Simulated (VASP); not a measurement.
# GaSn (Fmmm) in VASP: a series of runs

One crystal, GaSn, is run at these levels: PBEsol, PBE, r2SCAN; tasks: relaxation of cell and atoms.

All numbers are computed with VASP 6.6.1; they aren't measurements. Logs are shortened: lines on timing, memory, paths and dates and some standing lists are left out, and cuts for length are marked.

## (1) The crystal as given

Symmetry: Fmmm, No. 69, orthorhombic system. Conventional cell: a = 5.459 Å, b = 5.806 Å, c = 6.196 Å, α = 90.00°, β = 90.00°, γ = 90.00°. Around Ga (site symmetry mmm) lie 6 Sn at 2.73 to 3.10 Å. Around Sn (site symmetry mmm) lie 6 Ga at 2.73 to 3.10 Å.

The cell was built by a generator and needn't be a form met in nature.

## (2) Relaxation of cell and atoms, PBEsol

INCAR

```
SYSTEM = GaSn
ALGO = Normal ; EDIFF = 1E-7
EDIFFG = -0.005 ; ENCUT = 600
GGA = PS ; IBRION = 2
ISIF = 3 ; ISMEAR = -1
LASPH = .TRUE. ; LCHARG = .FALSE.
LREAL = .FALSE. ; LWAVE = .FALSE.
NELM = 80 ; NSW = 40
PREC = Accurate ; PSTRESS = 0
SIGMA = 0.05
```

KPOINTS

```
k-points
0
G
  8 8 8
  0 0 0
```

POSCAR

```
GaSn
1.0
    0.0000000000      2.9028814200      3.0982155700
    2.7292512900      0.0000000000      3.0982155700
    2.7292512900      2.9028814200      0.0000000000
Ga Sn
1 1
Direct
    0.5000000000      0.5000000000      0.5000000000
    0.0000000000      0.0000000000      0.0000000000
```

Potentials or basis: VASP PAW PBE potentials, release 64 (Ga_d, Sn_d).

Launch:

```bash
$ cat potpaw_PBE.64/Ga_d/POTCAR potpaw_PBE.64/Sn_d/POTCAR > POTCAR
$ mpirun -np 1 vasp_std > vasp.out
```

OUTCAR:

```text
SYSTEM = GaSn
   EDIFF = 1E-7
   EDIFFG = -0.005
   ENCUT = 600
   GGA = PS
   IBRION = 2
   ISIF = 3
   ISMEAR = -1
   LASPH = .TRUE.
   LREAL = .FALSE.
   NELM = 80
   NSW = 40
   PREC = Accurate
   PSTRESS = 0

 ion  position               nearest neighbor table
   1  0.500  0.500  0.500-   2 2.73   2 2.73   2 2.90   2 2.90   2 3.10   2 3.10
   2  0.000  0.000  0.000-   1 2.73   1 2.73   1 2.90   1 2.90   1 3.10   1 3.10

  LATTYP: Found a face centered orthorhombic cell.
 ALAT       =     5.4585025800
 B/A-ratio  =     1.0636182277
 C/A-ratio  =     1.1351888268

  Lattice vectors:

 A1 = (   0.0000000000,   2.9028814200,   3.0982155700)
 A2 = (   2.7292512900,   0.0000000000,   3.0982155700)
 A3 = (   2.7292512900,   2.9028814200,   0.0000000000)

Analysis of symmetry for initial positions (statically):
=====================================================================
 Subroutine PRICEL returns:
 Original cell was already a primitive cell.

 Routine SETGRP: Setting up the symmetry group for a
 face centered orthorhombic supercell.

 Subroutine GETGRP returns: Found  8 space group operations
 (whereof  8 operations were pure point group operations)
 out of a pool of  8 trial point group operations.

The static configuration has the point symmetry D_2h.

Analysis of symmetry for dynamics (positions and initial velocities):
=====================================================================
 Subroutine PRICEL returns:
 Original cell was already a primitive cell.

 Routine SETGRP: Setting up the symmetry group for a
 face centered orthorhombic supercell.

 Subroutine GETGRP returns: Found  8 space group operations
 (whereof  8 operations were pure point group operations)
 out of a pool of  8 trial point group operations.

The dynamic configuration has the point symmetry D_2h.

 Subroutine INISYM returns: Found  8 space group operations
 (whereof  8 operations are pure point group operations),
 and found     1 'primitive' translations

----------------------------------------------------------------------------------------

                                     Primitive cell

  volume of cell :      49.0924

  direct lattice vectors                    reciprocal lattice vectors
     0.000000000  2.902881420  3.098215570    -0.183200426  0.172242654  0.161383218
     2.729251290  0.000000000  3.098215570     0.183200426 -0.172242654  0.161383218
     2.729251290  2.902881420  0.000000000     0.183200426  0.172242654 -0.161383218

  length of vectors
     4.245663700  4.128892384  3.984411267     0.298788339  0.298788339  0.298788339

  position of ions in fractional coordinates (direct lattice)
     0.500000000  0.500000000  0.500000000
     0.000000000  0.000000000  0.000000000

  ion indices of the primitive-cell ions
   primitive index   ion index
                 1           1
                 2           2

----------------------------------------------------------------------------------------

 KPOINTS: k-points

Automatic generation of k-mesh.
 Grid dimensions read from file:
 generate k-points for:    8    8    8

 Generating k-lattice:

  Cartesian coordinates                     Fractional coordinates (reciprocal lattice)
    -0.022900053  0.021530332  0.020172902     0.125000000  0.000000000  0.000000000
     0.022900053 -0.021530332  0.020172902    -0.000000000  0.125000000 -0.000000000
     0.022900053  0.021530332 -0.020172902     0.000000000  0.000000000  0.125000000

  Length of vectors
     0.037348542  0.037348542  0.037348542

  Shift w.r.t. Gamma in fractional coordinates (k-lattice)
     0.000000000  0.000000000  0.000000000

 Subroutine IBZKPT returns following result:
 ===========================================

 Found     95 irreducible k-points:

 Following reciprocal coordinates:
            Coordinates               Weight
  0.000000  0.000000  0.000000      1.000000
  0.125000  0.000000  0.000000      8.000000
  0.250000  0.000000  0.000000      8.000000
  0.375000  0.000000  0.000000      8.000000
  0.500000  0.000000  0.000000      4.000000
  0.125000  0.125000  0.000000      2.000000
[... 16 lines left out ...]
  0.250000  0.000000  0.125000      8.000000
  0.375000  0.000000  0.125000      8.000000
 [... further k-points ...]
   k-points           NKPTS =     95   k-points in BZ     NKDIM =     95   number of bands    NBANDS=     17
   number of dos      NEDOS =    301   number of ions     NIONS =      2
   total plane-waves  NPLWV =  41472
   dimension x,y,z NGX =    36 NGY =   36 NGZ =   32
   dimension x,y,z NGXF=    72 NGYF=   72 NGZF=   64
   ions per type =               1   1
   NGX,Y,Z   is equivalent  to a cutoff of  14.10, 14.50, 13.35 a.u.
   NGXF,Y,Z  is equivalent  to a cutoff of  28.19, 28.99, 26.70 a.u.
 SYSTEM =  GaSn
   PREC   = accura    normal or accurate (medium, high low for compatibility)
   ISTART =      0    job   : 0-new  1-cont  2-samecut
   ICHARG =      2    charge: 1-file 2-atom 10-const
   ISPIN  =      1    spin polarized calculation?
   LNONCOLLINEAR =      F non collinear calculations
   LSORBIT =      F    spin-orbit coupling
   LASPH  =      T    aspherical Exc in radial PAW
   ENCUT  =  600.0 eV  44.10 Ry    6.64 a.u.   8.48  8.25  7.96*2*pi/ulx,y,z
   NELM   =     80;   NELMIN=  2; NELMDL= -5     # of ELM steps
   EDIFF  = 0.1E-06   stopping-criterion for ELM
   LREAL  =      F    real-space projection
   EDIFFG = -.5E-02   stopping-criterion for IOM
   NSW    =     40    number of steps for IOM
   IBRION =      2    ionic relax: 0-MD 1-quasi-New 2-CG
   NFREE  =      1    steps in history (QN), initial steepest desc. (CG)
   ISIF   =      3    stress and relaxation
   ISYM   =      2    0-nonsym 1-usesym 2-fastsym
   POTIM  = 0.5000    time-step for ionic-motion
   TEBEG  =    0.0;   TEEND  =   0.0 temperature during run
   PSTRESS=    0.0 pullay stress
   NELECT =      27.0000    total number of electrons
   NUPDOWN=      -1.0000    fix difference up-down
   EMIN   =  10.00;   EMAX   =-10.00  energy-range for DOS
   EFERMI =   0.00;   METHOD = LEGACY
   ISMEAR =    -1;   SIGMA  =   0.05  broadening in eV -4-tet -1-fermi 0-gaus
   EFERMI_NEDOS =   21; number of points for ismear=-14 and -15
   IALGO  =     38    algorithm
   IMIX   =      4    mixing-type and parameters
     AMIX     =   0.40;   BMIX     =  1.00
     AMIX_MAG =   1.60;   BMIX_MAG =  1.00
  volume/ion in A,a.u.               =      24.55       165.65
  Fermi-wavevector in a.u.,A,eV,Ry     =   1.341296  2.534682 24.477898  1.799075
  Thomas-Fermi vector in A             =   2.469541
   LORBIT       =      0    0 simple, 1 ext, 2 COOP (PROOUT), +10 PAW based schemes
   GGA     = PS    functional components
   LHFCALC =     F    Hartree Fock is set to
   AEXX    =    0.0000 exact exchange contribution
   IVDW    =     0    specifies the selected vdW correction
   LEPSILON=     F    determine dielectric tensor
   LRPA    =     F    only Hartree local field effects (RPA)
 conjugate gradient relaxation of ions
 non-spin polarized calculation
  energy-cutoff  :      600.00
  volume of cell :       49.09
 maximum number of plane-waves:      1666
 NGX is ok and might be reduce to    36
   NGX = 17   NGY = 17   NGZ = 15

--------------------------------------- Ionic step        1  -------------------------------------------

 number of electron      27.0000004 magnetization

 Free energy of the ion-electron system (eV)
  ---------------------------------------------------
  ext. energy  EPLUGINS =         0.00000000
  ---------------------------------------------------
  free energy    TOTEN  =        -7.35485747 eV

  energy without entropy =       -7.34550006  energy(sigma->0) =       -7.35017876

------------------------ aborting loop because EDIFF is reached ----------------------------------------

  FORCE on cell =-STRESS in cart. coord.  units (eV):
  Direction    XX          YY          ZZ          XY          YZ          ZX
  --------------------------------------------------------------------------------------
  -------------------------------------------------------------------------------------
  Total        0.9932075     -0.6365659     -2.0249799      0.0000000      0.0000000      0.0000000
  in kB       32.4142596    -20.7749278    -66.0871240      0.0000000      0.0000000      0.0000000
  external PRESSURE =     -18.1492641 kB  Pullay stress =       0.0000000 kB

 VOLUME and BASIS-vectors are now :
 -----------------------------------------------------------------------------
  energy-cutoff  :      600.00
  volume of cell :       49.09
      direct lattice vectors                 reciprocal lattice vectors
     0.000000000  2.902881420  3.098215570    -0.183200426  0.172242654  0.161383218
     2.729251290  0.000000000  3.098215570     0.183200426 -0.172242654  0.161383218
     2.729251290  2.902881420  0.000000000     0.183200426  0.172242654 -0.161383218
[... 253 lines left out ...]
 POSITION                                       TOTAL-FORCE (eV/Angst)
 -----------------------------------------------------------------------------------
      2.84713      2.84641      2.85293         0.000000     -0.000000      0.000000
      0.00000      0.00000      0.00000        -0.000000      0.000000     -0.000000
 -----------------------------------------------------------------------------------
    total drift:                                0.000000      0.000000      0.000000

  FREE ENERGIE OF THE ION-ELECTRON SYSTEM (eV)
  ---------------------------------------------------
  free  energy   TOTEN  =        -7.4925030243 eV

  energy  without entropy=       -7.4833348953  energy(sigma->0) =       -7.48791896

--------------------------------------- Ionic step        9  -------------------------------------------

 number of electron      26.9999999 magnetization

 Free energy of the ion-electron system (eV)
  ---------------------------------------------------
  ext. energy  EPLUGINS =         0.00000000
  ---------------------------------------------------
  free energy    TOTEN  =        -7.49256317 eV

  energy without entropy =       -7.48335225  energy(sigma->0) =       -7.48795771

 E-fermi :   6.6328     XC(G=0): -10.6794

 val. band max:        6.6086728426   @ k =  -0.3750   0.1250   0.1250
 cond. band min:       6.6536573400   @ k =  -0.3750   0.2500   0.2500
 fundamental gap:      0.0449844973
 Fermi energy:         6.6327962522

 k-point     1 :       0.0000    0.0000    0.0000
  band No.  band energies     occupation
      1     -14.6451      2.00000
      2     -14.6450      2.00000
      3     -14.6134      2.00000
      4     -14.6133      2.00000
      5     -14.6133      2.00000
      6      -8.1464      2.00000
[... 9 lines left out ...]
     16      13.6017      0.00000
     17      13.7950      0.00000
[... 441 lines left out ...]
 k-point    24 :       0.3750    0.0000    0.1250
  band No.  band energies     occupation
      1     -14.6465      2.00000
      2     -14.6404      2.00000
      3     -14.6106      2.00000
      4     -14.5951      2.00000
      5     -14.5908      2.00000
      6      -8.1896      2.00000
[... 9 lines left out ...]
     16      12.0382      0.00000
     17      12.1310      0.00000

 [... further k-points ...]

------------------------ aborting loop because EDIFF is reached ----------------------------------------

  FORCE on cell =-STRESS in cart. coord.  units (eV):
  Direction    XX          YY          ZZ          XY          YZ          ZX
  --------------------------------------------------------------------------------------
  -------------------------------------------------------------------------------------
  Total       -0.0020621     -0.0014480     -0.0045059      0.0000000      0.0000000      0.0000000
  in kB       -0.0715515     -0.0502416     -0.1563441      0.0000000      0.0000000      0.0000000
  external PRESSURE =      -0.0927124 kB  Pullay stress =       0.0000000 kB

 VOLUME and BASIS-vectors are now :
 -----------------------------------------------------------------------------
  energy-cutoff  :      600.00
  volume of cell :       46.18
      direct lattice vectors                 reciprocal lattice vectors
     0.000000000  2.847337166  2.847986215    -0.175616644  0.175602667  0.175562648
     2.847110548 -0.000000000  2.847986215     0.175616644 -0.175602667  0.175562648
     2.847110548  2.847337166  0.000000000     0.175616644  0.175602667 -0.175562648

 POSITION                                       TOTAL-FORCE (eV/Angst)
 -----------------------------------------------------------------------------------
      2.84711      2.84734      2.84799        -0.000000      0.000000     -0.000000
      2.84711     -0.00000      2.84799         0.000000     -0.000000      0.000000
 -----------------------------------------------------------------------------------
    total drift:                                0.000000      0.000000      0.000000

  FREE ENERGIE OF THE ION-ELECTRON SYSTEM (eV)
  ---------------------------------------------------
  free  energy   TOTEN  =        -7.4925631695 eV

  energy  without entropy=       -7.4833522500  energy(sigma->0) =       -7.48795771

 reached required accuracy - stopping structural energy minimisation
```

Run time: 5.1 min. Hardware: 1 thread of Intel Xeon Platinum 8559C (Emerald Rapids), shared host; peak memory 0.27 GiB.

What came out:

```yaml
Free_energy: -7.4926 eV
Relaxed_volume: 23.09 Å³/atom
Relaxed_cell: a = 4.027 Å, b = 4.027 Å, c = 4.027 Å, α = 60.01°, β = 60.00°, γ = 59.99°
Space_group_after_relaxing_to_0.05_Å: Fm-3m (No. 225)
Energy_gained_by_relaxing: 68.9 meV/atom
Ionic_steps: 9
Pressure_after_relaxing: 0.0 GPa
Band_gap_on_the_k_mesh: none (metal or under the smearing width)
```

Step by step:
```csv
step,energy change (eV),largest force (eV/Å),pressure (GPa),volume (Å³)
1,0.0000,0.0000,-1.81,49.09
2,-0.1109,0.0000,-0.88,47.08
3,-0.1344,0.0000,1.04,45.38
4,-0.1367,0.0000,0.55,45.74
5,-0.1367,0.0000,0.42,45.81
6,-0.1376,0.0000,-0.13,46.27
7,-0.1376,0.0000,-0.05,46.23
8,-0.1376,0.0000,-0.09,46.24
9,-0.1377,0.0000,-0.01,46.18
```

Final structure:
```
Ga Sn
1.0
     0.00000    2.84734    2.84799
     2.84711    0.00000    2.84799
     2.84711    2.84734    0.00000
Ga Sn
1 1
Direct
  0.50000 0.50000 0.50000
  0.00000 0.00000 0.00000
```

Levels at points of the mesh, in eV from the Fermi level:
```csv
k point,band 10,band 11,band 12,band 13,band 14,band 15,band 16,band 17
"(0.00, 0.00, 0.00)",-14.77,-11.07,1.30,1.30,1.30,1.82,6.97,7.16
"(0.50, 0.00, 0.00)",-14.76,-7.88,-7.21,1.99,2.00,2.54,2.54,3.58
"(0.50, 0.50, 0.00)",-14.75,-7.23,-4.69,-2.98,-1.64,-1.64,3.35,10.34
"(0.50, 0.00, 0.50)",-14.75,-7.22,-4.69,-2.98,-1.64,-1.64,3.35,10.34
"(0.00, 0.50, 0.50)",-14.75,-7.22,-4.69,-2.98,-1.64,-1.64,3.35,10.34
```

Caveat: the PAW data sets were made with another functional, which shifts forces and pressure a little.

(Part 1 of 2 ends here.)
